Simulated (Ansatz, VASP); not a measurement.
# Ta2H2W2CNO2F2 (Ta2N(OH)2 MXene under W2CF2 MXene, AB): VASP beside Ansatz, part 2 of 2

Aim: how closely do two programs agree when they are given the same cell, functional and k mesh? The structure shown is the start of the Ansatz relaxation below; VASP solves that cell, so the two are compared at the walk's first step.

VASP 6.6.1 and Ansatz 0.2.0.

So far: The starting structure; Ansatz: relaxation, PBE with D3(BJ).

## (3) VASP: single point, PBE with D3(BJ), start cell

Level of this step: PBE with D3(BJ), zero-moment start; plane waves and PAW (H, O, Ta_pv, N, F, W, C) (VASP).

The same cell, functional, mesh and smearing now go to VASP, with its own data sets.

Lines of VASP's logs that name or quote its potential files are left out, and so is its time.

The input, INCAR:

```
SYSTEM = Ta2H2W2CNO2F2
PREC = Accurate
ENCUT = 520
EDIFF = 1E-06
NELM = 200
ISMEAR = -1
SIGMA = 0.05
LREAL = .FALSE.
ALGO = Normal
GGA = PE
IVDW = 12
NBANDS = 53
ISPIN = 2
MAGMOM = -0 -0 -0 0 0 0 0 0 -0 0 -0 -0
LASPH = .TRUE.
LMAXMIX = 4
LORBIT = 11
LWAVE = .FALSE.
LCHARG = .FALSE.
ISIF = 2
LDIPOL = .TRUE.
IDIPOL = 3
DIPOL = 0.5 0.5 0.499
LVHAR = .TRUE.
GGA_COMPAT = .FALSE.
NELMDL = -8
KPAR = 2
```

The input, POSCAR:

```
Ta2H2W2CNO2F2
1.0
    3.1399940000      0.0000000000      0.0000000000
   -1.5699970000      2.7193150000      0.0000000000
    0.0000000000      0.0000000000     58.3992840000
H O Ta N F W C
2 2 2 1 2 2 1
Direct
    0.3333332108      0.6666664215      0.3827101716
    0.6666666054      0.3333332108      0.5005487567
    0.3333332108      0.6666664215      0.3994911992
    0.6666666054      0.3333332108      0.4837677291
    0.6666666054      0.3333332108      0.4203156155
    0.3333332108      0.6666664215      0.4629433128
    0.0000000000      0.0000000000      0.4416294556
    0.6666666054      0.3333332108      0.5433575008
    0.0000000000      0.0000000000      0.6172898284
    0.0000000000      0.0000000000      0.5592069245
    0.6666666054      0.3333332108      0.6014404046
    0.3333332108      0.6666664215      0.5803236560
```

The input, KPOINTS:

```
Automatic mesh
0
Gamma
12 12 1
0 0 0
```

The projector-augmented-wave data sets are H, O, Ta_pv, N, F, W and C (PBE family, release 64).

Launch:

```
$ mpirun -np 2 vasp_std
```

Numbers of over 12 decimals in the logs are rounded to 6 here.

What it wrote:

```text
[banner, memory and clock lines left out]
running    2 mpi-ranks, on    1 nodes
 distrk:  each k-point on    1 cores,    2 groups
 distr:  one band on    1 cores,    1 groups

 POSCAR found type information on POSCAR H O TaN F W C
 POSCAR found :  7 types and      12 ions
 LDA part: xc-table for (Slater+PW92), standard interpolation
|                                                                             |
|           W    W    AA    RRRRR   N    N  II  N    N   GGGG   !!!           |
|           W    W   A  A   R    R  NN   N  II  NN   N  G    G  !!!           |
|           W    W  A    A  R    R  N N  N  II  N N  N  G       !!!           |
|           W WW W  AAAAAA  RRRRR   N  N N  II  N  N N  G  GGG   !            |
|           WW  WW  A    A  R   R   N   NN  II  N   NN  G    G                |
|           W    W  A    A  R    R  N    N  II  N    N   GGGG   !!!           |
|                                                                             |
|     One of the lattice vectors is very long (>50 A), but AMIN is rather     |
|     large. This can spoil convergence since charge sloshing might occur     |
|     along the long lattice vector. If problems with convergence are         |
|     observed, try to decrease AMIN to a smaller value (e.g. 0.01).          |
|     Note: This warning only applies if the self-consistency cycle is        |
|     used.                                                                   |
|                                                                             |

 POSCAR, INCAR and KPOINTS ok, starting setup
 FFT: planning ... GRIDC
 FFT: planning ... GRID_SOFT
 FFT: planning ... GRID
 WAVECAR not read
 entering main loop
       N       E                     dE             d eps       ncg     rms          rms(c)
DAV:   1     0.609787101707E+03    0.60979E+03   -0.32052E+04  4636   0.106E+03
DAV:   2    -0.268787477647E+02   -0.63667E+03   -0.60795E+03  5492   0.285E+02
DAV:   3    -0.104808685737E+03   -0.77930E+02   -0.76264E+02  5078   0.995E+01
DAV:   4    -0.107408212063E+03   -0.25995E+01   -0.25274E+01  5288   0.188E+01
DAV:   5    -0.107489555507E+03   -0.81343E-01   -0.79985E-01  5296   0.285E+00
DAV:   6    -0.107491670268E+03   -0.21148E-02   -0.21102E-02  5280   0.474E-01
DAV:   7    -0.107491734400E+03   -0.64132E-04   -0.64093E-04  5360   0.746E-02
DAV:   8    -0.107491736506E+03   -0.21060E-05   -0.21052E-05  5248   0.129E-02    0.560E+01
DAV:   9    -0.248762722329E+03   -0.14127E+03   -0.88349E+02  6960   0.521E+01    0.654E+01
DAV:  10    -0.931300767113E+03   -0.68254E+03   -0.14142E+04  7393   0.107E+02    0.140E+02
DAV:  11    -0.211252609116E+03    0.72005E+03   -0.30400E+03  6233   0.153E+02    0.730E+01
DAV:  12    -0.142765365747E+03    0.68487E+02   -0.95707E+02  5795   0.810E+01    0.371E+01
DAV:  13    -0.110834204244E+03    0.31931E+02   -0.36675E+02  5587   0.580E+01    0.232E+01
DAV:  14    -0.117966221385E+03   -0.71320E+01   -0.17800E+02  5934   0.316E+01    0.222E+01
[...]
DAV:  68    -0.936504827683E+02   -0.14674E-04   -0.17546E-07  3088   0.830E-04    0.681E-04
DAV:  69    -0.936504987049E+02   -0.15937E-04   -0.18938E-07  3198   0.952E-04    0.464E-04
DAV:  70    -0.936505147742E+02   -0.16069E-04   -0.13656E-07  3203   0.756E-04    0.661E-04
DAV:  71    -0.936505283262E+02   -0.13552E-04   -0.19583E-07  3336   0.784E-04    0.574E-04
DAV:  72    -0.936505384192E+02   -0.10093E-04   -0.14318E-07  3208   0.828E-04    0.561E-04
DAV:  73    -0.936505428721E+02   -0.44530E-05   -0.88418E-08  3144   0.626E-04    0.475E-04
DAV:  74    -0.936505454058E+02   -0.25337E-05   -0.97405E-08  3131   0.626E-04    0.246E-04
DAV:  75    -0.936505460900E+02   -0.68419E-06   -0.62302E-08  3077   0.431E-04
   1 F= -.96216268E+02 E0= -.96179264E+02  d E =-.740080E-01  mag=     0.0003
```

From OUTCAR (step 3):

```text
ion  position               nearest neighbor table
   1  0.333  0.667  0.383-   3 0.98
   2  0.667  0.333  0.501-   4 0.98
   3  0.333  0.667  0.399-   1 0.98   5 2.18   5 2.18   5 2.18
   4  0.667  0.333  0.484-   2 0.98   6 2.18   6 2.18   6 2.18
   5  0.667  0.333  0.420-   3 2.18   3 2.18   3 2.18   7 2.20   7 2.20   7 2.20   6 3.08   6 3.08
                             6 3.08
   6  0.333  0.667  0.463-   4 2.18   4 2.18   4 2.18   7 2.20   7 2.20   7 2.20   5 3.08   5 3.08
                             5 3.08
   7  0.000  0.000  0.442-   5 2.20   5 2.20   6 2.20   5 2.20   6 2.20   6 2.20
   8  0.667  0.333  0.543-  10 2.04  10 2.04  10 2.04
   9  0.000  0.000  0.617-  11 2.04  11 2.04  11 2.04
  10  0.000  0.000  0.559-   8 2.04   8 2.04   8 2.04  12 2.19  12 2.19  12 2.19  11 3.06  11 3.06
                            11 3.06
  11  0.667  0.333  0.601-   9 2.04   9 2.04   9 2.04  12 2.19  12 2.19  12 2.19  10 3.06  10 3.06
                            10 3.06
  12  0.333  0.667  0.580-  10 2.19  10 2.19  10 2.19  11 2.19  11 2.19  11 2.19

  LATTYP: Found a hexagonal cell.
 ALAT       =     3.1399940000
 C/A-ratio  =    18.5985336278

 Subroutine GETGRP returns: Found  6 space group operations
 (whereof  6 operations were pure point group operations)

The static configuration has the point symmetry C_3v.

 Found     19 irreducible k-points:

   k-points           NKPTS =     19   k-points in BZ     NKDIM =     19   number of bands    NBANDS=     53

   dimension x,y,z NGX =    24 NGY =   24 NGZ =  448
   dimension x,y,z NGXF=    48 NGYF=   48 NGZF=  896

   ENCUT  =  520.0 eV  38.22 Ry    6.18 a.u.   5.84  5.84108.58*2*pi/ulx,y,z

   NELECT =      71.0000    total number of electrons

 k-points in reciprocal lattice and weights: Automatic mesh
   0.00000000  0.00000000  0.00000000       0.007
   0.08333333  0.00000000  0.00000000       0.042
   0.16666667  0.00000000  0.00000000       0.042
   0.25000000  0.00000000  0.00000000       0.042
   0.33333333  0.00000000  0.00000000       0.042
   0.41666667  0.00000000  0.00000000       0.042
   0.50000000  0.00000000  0.00000000       0.021
   0.08333333  0.08333333  0.00000000       0.042
   0.16666667  0.08333333  0.00000000       0.083
[...]
0.33333333  0.25000000  0.00000000       0.083
   0.33333333  0.33333333  0.00000000       0.014

 dipolmoment           0.000000      0.000000     -0.014397 electrons x Angstroem

 average (electrostatic) potential at core
       1 -43.0694       2 -43.0101       3 -79.8008       4 -79.7642       5 -44.9245
       6 -44.9325       7 -71.4852       8 -84.5699       9 -84.6769      10 -47.4148
      11 -47.4155      12 -56.1755

 E-fermi :  -0.3150

 spin component 1
 k-point     1 :       0.0000    0.0000    0.0000
  band No.  band energies     occupation
    ...
     36      -1.6968      1.00000
     37      -1.0176      1.00000
     38      -0.7150      0.99966
     39      -0.3708      0.75309
     40      -0.3708      0.75309
     41      -0.2812      0.33723
     42      -0.0732      0.00788
     43       0.3815      0.00000
     44       0.3815      0.00000
     45       0.8998      0.00000
    ...

 k-point     2 :       0.0833    0.0000    0.0000
  band No.  band energies     occupation
    ...
     35      -1.5939      1.00000
     36      -1.5782      1.00000
     37      -0.8612      0.99998
     38      -0.6774      0.99929
     39      -0.4284      0.90628
     40      -0.2756      0.31282
     41      -0.0325      0.00351
     42       0.1331      0.00013
     43       0.2225      0.00002
     44       0.5067      0.00000
    ...

 k-point     3 :       0.1667    0.0000    0.0000
  band No.  band energies     occupation
    ...
     34      -1.5329      1.00000
     35      -1.2287      1.00000
     36      -1.0750      1.00000
     37      -0.7120      0.99964
     38      -0.3971      0.83781
     39      -0.2864      0.36065
     40      -0.0512      0.00509
     41       0.0225      0.00117
     42       0.4338      0.00000
     43       0.5678      0.00000
    ...

 k-point     4 :       0.2500    0.0000    0.0000
  band No.  band energies     occupation
    ...
     33      -1.0284      1.00000
     34      -0.9469      1.00000
     35      -0.7898      0.99992
     36      -0.3876      0.81043
     37      -0.3663      0.73625
     38      -0.2828      0.34443
     39      -0.0944      0.01199
     40       0.2586      0.00001
     41       0.4543      0.00000
     42       0.7401      0.00000
    ...

 k-point     5 :       0.3333    0.0000    0.0000
  band No.  band energies     occupation
    ...
     31      -4.0057      1.00000
     32      -3.5470      1.00000
     33      -0.5523      0.99139
     34      -0.4689      0.95602
     35      -0.4327      0.91319
     36      -0.1555      0.03955
     37      -0.0826      0.00949
     38       0.4420      0.00000
     39       0.4546      0.00000
     40       0.8016      0.00000
    ...

 k-point     6 :       0.4167    0.0000    0.0000
  band No.  band energies     occupation
    ...
     30      -5.1747      1.00000
     31      -4.3616      1.00000
     32      -3.7803      1.00000
     33      -0.6213      0.99782
     34      -0.5198      0.98363
     35       0.1050      0.00022
     36       0.1563      0.00008
     37       0.4449      0.00000
     38       0.7207      0.00000
     39       0.9454      0.00000
    ...

 Edisp (eV)   -2.56572

  Total       7.80780     7.80780     4.67488     0.00000    -0.00000     0.00000
  in kB      25.08668    25.08669    15.02053     0.00000    -0.00000     0.00000
  external pressure =       21.73 kB  Pullay stress =        0.00 kB

  energy-cutoff  :      520.00
  volume of cell :      498.65
      direct lattice vectors                 reciprocal lattice vectors
     3.139994000  0.000000000  0.000000000     0.318471946  0.183869835  0.000000000
    -1.569997000  2.719315000  0.000000000     0.000000000  0.367739670  0.000000000
     0.000000000  0.000000000 58.399284000     0.000000000  0.000000000  0.017123498

 POSITION                                       TOTAL-FORCE (eV/Angst)
 -----------------------------------------------------------------------------------
      0.00000      1.81288     22.35000        -0.000000      0.000000     -0.696033
      1.57000      0.90644     29.23169        -0.000000     -0.000000      0.674734
      0.00000      1.81288     23.33000         0.000000      0.000000     -0.883610
      1.57000      0.90644     28.25169        -0.000000     -0.000000      0.889125
      1.57000      0.90644     24.54613        -0.000000     -0.000000      2.813413
      0.00000      1.81288     27.03556        -0.000000      0.000000     -2.673018
      0.00000      0.00000     25.79084        -0.000000      0.000000      0.029003
      1.57000      0.90644     31.73169         0.000000      0.000000     -4.984917
      0.00000      0.00000     36.04928        -0.000000     -0.000000      5.326846
      0.00000      0.00000     32.65728         0.000000     -0.000000      7.146280
      1.57000      0.90644     35.12369        -0.000000     -0.000000     -7.750467
      0.00000      1.81288     33.89049         0.000000     -0.000000      0.108641
 -----------------------------------------------------------------------------------
    total drift:                               -0.000000      0.002303     -0.000713

  FREE ENERGIE OF THE ION-ELECTRON SYSTEM (eV)
  ---------------------------------------------------
  free  energy   TOTEN  =       -96.2162684595 eV

  energy  without entropy=      -96.1422604404  energy(sigma->0) =      -96.17926445

 vacuum level on the upper side and lower side of the slab         2.455         2.760

 total charge
# of ion       s       p       d       tot
------------------------------------------
    1        0.597   0.121   0.000   0.718
    2        0.594   0.122   0.000   0.716
    3        1.559   3.593   0.000   5.152
    4        1.556   3.598   0.000   5.153
    5        0.255   6.181   2.440   8.877
    6        0.253   6.181   2.441   8.875
    7        1.226   2.515   0.000   3.741
    8        1.756   4.401   0.000   6.157
    9        1.750   4.407   0.000   6.157
   10        0.521   0.644   4.322   5.487
   11        0.514   0.639   4.340   5.492
   12        0.849   1.573   0.000   2.422
--------------------------------------------------
tot         11.428  33.976  13.543  58.947

 magnetization (x)
# of ion       s       p       d       tot
------------------------------------------
    1        0.000   0.000   0.000   0.000
    2        0.000   0.000   0.000   0.000
    3        0.000  -0.000   0.000   0.000
    4        0.000  -0.000   0.000  -0.000
    5        0.000   0.000   0.000   0.000
    6        0.000   0.000   0.000   0.000
    7       -0.000   0.000   0.000   0.000
    8        0.000   0.000   0.000   0.000
    9       -0.000   0.000   0.000  -0.000
   10        0.000   0.000   0.000   0.000
   11       -0.000  -0.000  -0.000  -0.000
   12       -0.000  -0.000   0.000  -0.000
--------------------------------------------------
tot          0.000   0.000   0.000   0.000

[... 6 further parts left out ...]
```

This run allows spin, but its moments start at zero, where symmetry between the spins tends to hold them, although W can carry a moment. Its electron count is odd, so without a moment it is a metal by construction.

## (4) Differences

Known differences besides the potentials themselves: Ansatz cuts the interaction across the vacuum, VASP repeats the sheet with a dipole correction; the data sets hold 91 valence electrons in Ansatz (on its default PAW (the set named soft_2) files) and 71 in VASP; the cutoff is 420 eV in Ansatz and 520 eV in VASP. Total energies have different zeros and are not compared.

Forces on 7 of the 12 atoms, those with the largest forces and the largest differences (eV/Å; atoms numbered as in POSCAR):

```csv
atom,"Ansatz x, y, z","VASP x, y, z"
O3,"0.000, 0.000, -0.932","0.000, 0.000, -0.884"
Ta5,"0.000, 0.000, 2.826","0.000, 0.000, 2.813"
Ta6,"0.000, 0.000, -2.687","0.000, 0.000, -2.673"
F8,"0.000, 0.000, -4.851","0.000, 0.000, -4.985"
F9,"0.000, 0.000, 5.118","0.000, 0.000, 5.327"
W10,"0.000, 0.000, 7.179","0.000, 0.000, 7.146"
W11,"0.000, 0.000, -7.665","0.000, 0.000, -7.750"
```

The forces differ by 49 meV/Å r.m.s., which is 2.2 % of the r.m.s. force of 2.248 eV/Å (both taken over all components). Moments aren't recorded for both runs of this pair, so they may hold unlike magnetic states. With vacuum in the cell, a pressure given here is an average over mostly empty space and none of the material.

## (5) Results

| Quantity | Value |
| --- | --- |
| r.m.s. force difference (single point, PBE with D3(BJ), start cell) | 2.2 % of the r.m.s. force |

In words: The r.m.s. force difference is 2.2 % of the r.m.s. force (single point, PBE with D3(BJ), start cell), within the 3 % picked in this series as the mark of a large difference. The data sets hold unlike numbers of valence electrons (91 in Ansatz and 71 in VASP), so part of the differences comes from the potentials. 1 further run of this series is not shown here. Such differences can come from data sets, numerical settings and the points named under the comparisons, not from the functional's error against experiment.

[Lines on the potential files, build, host, timing and source positions are cut from VASP's logs without a mark.]

[Logs are printed without paths, hosts, clocks, repeated set-up lines and the standing remarks that a program may print on its own settings, such as how far it seeks lower states.]

[Hosts, paths, dates, database ids (printed as entryN), source tags and the programs' standing remarks are cut or masked in the printed files.]
